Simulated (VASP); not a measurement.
Output of a VASP run:

File OSZICAR:
```
       N       E                     dE             d eps       ncg     rms          rms(c)
DAV:   1     0.798815726156E+02    0.79882E+02   -0.94854E+03   176   0.796E+02
DAV:   2    -0.199230489430E+02   -0.99805E+02   -0.98772E+02   181   0.225E+02
DAV:   3    -0.223970599433E+02   -0.24740E+01   -0.24566E+01   160   0.337E+01
DAV:   4    -0.224285568274E+02   -0.31497E-01   -0.31370E-01   184   0.336E+00
DAV:   5    -0.224288422406E+02   -0.28541E-03   -0.28534E-03   184   0.316E-01    0.254E+01
DAV:   6    -0.212746800426E+02    0.11542E+01   -0.13410E+01   152   0.232E+01    0.102E+01
DAV:   7    -0.209898214859E+02    0.28486E+00   -0.46676E+00   152   0.128E+01    0.614E+00
DAV:   8    -0.208792369336E+02    0.11058E+00   -0.61592E-01   153   0.524E+00    0.176E+00
DAV:   9    -0.208803648288E+02   -0.11279E-02   -0.20053E-02   158   0.992E-01    0.536E-01
DAV:  10    -0.208793690010E+02    0.99583E-03   -0.83436E-03   136   0.626E-01    0.133E-01
DAV:  11    -0.208793916193E+02   -0.22618E-04   -0.41573E-04   159   0.139E-01    0.488E-02
DAV:  12    -0.208793791412E+02    0.12478E-04   -0.11539E-04   144   0.690E-02    0.182E-02
DAV:  13    -0.208793913344E+02   -0.12193E-04   -0.22819E-05   140   0.279E-02    0.842E-03
DAV:  14    -0.208793916801E+02   -0.34571E-06   -0.16252E-06   111   0.793E-03
   1 F= -.20879392E+02 E0= -.20870519E+02  d E =-.177451E-01
```

OUTCAR:
```
------------------------ aborting loop because EDIFF is reached ----------------------------------------
  FORCE on cell =-STRESS in cart. coord.  units (eV):
  Direction    XX          YY          ZZ          XY          YZ          ZX
  --------------------------------------------------------------------------------------
  Total       -0.3145793     -0.3145789      2.0412929      0.0000000     -0.0000000      0.0000000
  in kB       -9.0349384     -9.0349258     58.6273630      0.0000000     -0.0000000      0.0000000
  external PRESSURE =      13.5191663 kB  Pullay stress =       0.0000000 kB
  volume of cell :       55.78
      direct lattice vectors                 reciprocal lattice vectors
     1.581483000  0.913069000  6.438670000     0.316158947  0.182534580  0.051770526
    -1.581483000  0.913069000  6.438670000    -0.316158947  0.182534580  0.051770526
     0.000000000 -1.826138000  6.438670000     0.000000000 -0.365069161  0.051770526
 POSITION                                       TOTAL-FORCE (eV/Angst)
 -----------------------------------------------------------------------------------
      0.00000      0.00000     19.31176         0.000000      0.000000      0.003321
      0.00000      0.00000      7.97630         0.000000      0.000000      0.949546
      0.00000      0.00000      4.89280         0.000000      0.000000     -0.952867
 -----------------------------------------------------------------------------------
    total drift:                                0.000000     -0.000017      0.000127
  FREE ENERGIE OF THE ION-ELECTRON SYSTEM (eV)
  ---------------------------------------------------
  free  energy   TOTEN  =       -20.8793916801 eV

  energy  without entropy=      -20.8616465642  energy(sigma->0) =      -20.87051912
```
(Selected blocks of OUTCAR.)

File POSCAR:
```
MoS2
1
    1.5814830000     0.9130690000     6.4386700000
   -1.5814830000     0.9130690000     6.4386700000
    0.0000000000    -1.8261380000     6.4386700000
Mo S
1 2
Direct
  0.9997800000   0.9997800000   0.9997800000
  0.4129370000   0.4129370000   0.4129370000
  0.2533030000   0.2533030000   0.2533030000
```

Question: Write an INCAR and KPOINTS that could have produced this output.

Answer: This is not unique; one that fits is the input of the run itself, PBE GGA, plane waves, VASP's PBE PAW potentials (set 64).

File KPOINTS:
```
Automatic mesh
0
Gamma
2 2 2
0 0 0
```

### INCAR
```
! general
SYSTEM  = MoS2
PREC    = Accurate
ENCUT   = 240
LREAL   = .FALSE.
LASPH   = .TRUE.

! electronic loop
EDIFF   = 1E-6
NELM    = 100
ALGO    = Normal
LMAXMIX = 4

! smearing
ISMEAR  = 0
SIGMA   = 0.5

! functional
GGA     = PE

! ions
ISIF    = 2

! output
LWAVE   = .FALSE.
LCHARG  = .FALSE.
```

POTCAR, in this order: Mo_sv S (PBE.64 set). Program: vasp_std.

At this cut-off the stress carries a Pulay error, which pulls relaxed volumes low.

The structure comes from a computed database's MoS2 entry; how it stands against other phases isn't given here. The cell was not relaxed at this level. The k-mesh is coarse (spacing up to 1.16 per Å, 2π included), so the numbers may not be converged in it. The run is one of a series of settings (ENCUT = 240, SIGMA = 0.5, KPOINTS 2×2×2 Γ-centred mesh against the base run), some of them coarse on purpose.
